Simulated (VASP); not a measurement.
A convergence study with VASP on Dy (hcp): one setting is varied, all else stays as given below, so the limit is that of these other settings. Each run relaxes cell and ions from the cell shown. The basis is that of the starting cell, so low cut-offs carry a Pulay error.

```xyz
2
Lattice="1.7950 -3.1090 0.0000 1.7950 3.1090 0.0000 0.0000 0.0000 5.6500" Properties=species:S:1:pos:R:3 pbc="T T T"
Dy     1.7950     1.0363     1.4125
Dy     1.7950    -1.0363     4.2375
```

Calculation: PBE GGA, VASP's PBE PAW potentials (set 64) (plane waves; VASP 6.6.1). The tightest run used: 700 eV cut-off, 10×10×5 Γ-centred mesh, first-order Methfessel-Paxton smearing of 0.10 eV, potentials Dy_3.

The 4f electrons are frozen in the core of the lanthanide potential, so 4f levels, which can set the real gap, and their magnetism are missing.

Q: The settings run are ENCUT = 150; ENCUT = 200; ENCUT = 250; ENCUT = 300; ENCUT = 350; ENCUT = 400; ENCUT = 450; ENCUT = 500; ENCUT = 600; ENCUT = 650; ENCUT = 700. From which on does the relaxed volume stay within 0.05 Å³/atom of the tightest run?

A: From ENCUT = 250 on: it is off by 0.037 there and by no more than 0.05 in any finer run, while ENCUT = 200 is off by 0.241.
| setting | relaxed volume (Å³/atom) | E (eV/atom) | plane waves | difference judged (Å³/atom) |
|---|---|---|---|---|
| ENCUT = 150 | 31.269 | -4.5003 | 275 | 0.463 |
| ENCUT = 200 | 31.492 | -4.5221 | 424 | 0.241 |
| ENCUT = 250 | 31.695 | -4.5296 | 579 | 0.037 |
| ENCUT = 300 | 31.708 | -4.5310 | 758 | 0.024 |
| ENCUT = 350 | 31.716 | -4.5315 | 965 | 0.017 |
| ENCUT = 400 | 31.724 | -4.5319 | 1164 | 0.008 |
| ENCUT = 450 | 31.725 | -4.5321 | 1387 | 0.008 |
| ENCUT = 500 | 31.727 | -4.5322 | 1631 | 0.005 |
| ENCUT = 600 | 31.732 | -4.5323 | 2119 | 0.000 |
| ENCUT = 650 | 31.732 | -4.5322 | 2400 | 0.000 |
| ENCUT = 700 | 31.732 | -4.5322 | 2673 | 0.000 |

Left out are rungs that failed or repeat a setting and relaxations that didn't move; long series are thinned to 24 rows.

The compound is Dy in the hcp structure.
